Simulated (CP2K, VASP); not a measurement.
Input for VASP

File KPOINTS:
```
Automatic mesh
0
Gamma
5 5 5
0 0 0
```

POSCAR:
```
CaSnF6
8.437850
  0.0000000000   0.5000000000   0.5000000000
  0.5000000000   0.0000000000   0.5000000000
  0.5000000000   0.5000000000   0.0000000000
Ca Sn F
1 1 6
Direct
  0.0036900000  -0.0065800000   0.0053700000
  0.5081540000   0.4940010000   0.5059200000
  0.7316820000   0.7424300000   0.2515560000
  0.2659570000   0.2675390000   0.7326320000
  0.2700380000   0.7327930000   0.7340540000
  0.7322050000   0.2666790000   0.2682140000
  0.7366760000   0.2588700000   0.7399920000
  0.2515970000   0.7442660000   0.2622620000
```

### INCAR
```
ALGO = Normal
EDIFF = 1E-6
ENCUT = 400
GGA = PS
ISIF = 2
ISMEAR = -1
LASPH = .TRUE.
LCHARG = .FALSE.
LMAXMIX = 4
LREAL = .FALSE.
LWAVE = .FALSE.
NELM = 100
PREC = Accurate
SIGMA = 0.05
SYSTEM = CaSnF6
```

POTCAR, in this order: Ca_sv Sn_d F (PBE.64 set). Program: vasp_std.

Question: Translate it to CP2K.

Answer: One input that does it (PBEsol, GPW, DZVP-MOLOPT-SR-GTH basis, GTH-PBE potentials (GTH_POTENTIALS)):
```
&GLOBAL
  PROJECT casnf6
  RUN_TYPE ENERGY_FORCE
  PRINT_LEVEL LOW
&END GLOBAL
&FORCE_EVAL
  METHOD Quickstep
  STRESS_TENSOR ANALYTICAL
  &DFT
    BASIS_SET_FILE_NAME BASIS_MOLOPT
    POTENTIAL_FILE_NAME GTH_POTENTIALS
    &QS
      METHOD GPW
      EPS_DEFAULT 1E-10
    &END QS
    &MGRID
      CUTOFF 550
      REL_CUTOFF 60
      NGRIDS 5
    &END MGRID
    &SCF
      SCF_GUESS ATOMIC
      EPS_SCF 1E-7
      MAX_SCF 100
      ADDED_MOS 10
      &DIAGONALIZATION
        ALGORITHM STANDARD
      &END DIAGONALIZATION
      &MIXING
        METHOD BROYDEN_MIXING
        ALPHA 0.2
        NBUFFER 10
      &END MIXING
      &SMEAR ON
        METHOD FERMI_DIRAC
        ELECTRONIC_TEMPERATURE [K] 580.23
      &END SMEAR
    &END SCF
    &KPOINTS
      SCHEME MONKHORST-PACK 5 5 5
    &END KPOINTS
    &XC
      &XC_FUNCTIONAL
        &PBE
          PARAMETRIZATION PBESOL
        &END PBE
      &END XC_FUNCTIONAL
    &END XC
    &PRINT
      &MO
        EIGENVALUES T
        OCCUPATION_NUMBERS T
        NDIGITS 8
        FILENAME mo
        &EACH
          QS_SCF 0
        &END EACH
        ADD_LAST NUMERIC
      &END MO
      &MULLIKEN OFF
      &END MULLIKEN
    &END PRINT
  &END DFT
  &SUBSYS
    &CELL
      A 5.96646100 0.00000000 0.00000000
      B 2.98323000 5.16710700 0.00000000
      C 2.98323000 1.72236900 4.87159500
      PERIODIC XYZ
    &END CELL
    &COORD
      SCALED
      Ca       0.00369000    -0.00658000     0.00537000
      Sn       0.50815400     0.49400100     0.50592000
      F        0.73168200     0.74243000     0.25155600
      F        0.26595700     0.26753900     0.73263200
      F        0.27003800     0.73279300     0.73405400
      F        0.73220500     0.26667900     0.26821400
      F        0.73667600     0.25887000     0.73999200
      F        0.25159700     0.74426600     0.26226200
    &END COORD
    &KIND Ca
      BASIS_SET DZVP-MOLOPT-SR-GTH-q10
      POTENTIAL GTH-PBE-q10
    &END KIND
    &KIND Sn
      BASIS_SET DZVP-MOLOPT-SR-GTH-q4
      POTENTIAL GTH-PBE-q4
    &END KIND
    &KIND F
      BASIS_SET DZVP-MOLOPT-SR-GTH-q7
      POTENTIAL GTH-PBE-q7
    &END KIND
  &END SUBSYS
  &PRINT
    &FORCES ON
    &END FORCES
    &STRESS_TENSOR ON
    &END STRESS_TENSOR
  &END PRINT
&END FORCE_EVAL
```
The two runs describe the same crystal, functional and task. Each code takes its own potentials, basis and convergence tests.

The structure comes from a computed database's CaSnF6 entry; how it stands against other phases isn't given here. The cell was not relaxed at this level, atoms are displaced from their ideal sites, and it may have been scaled.
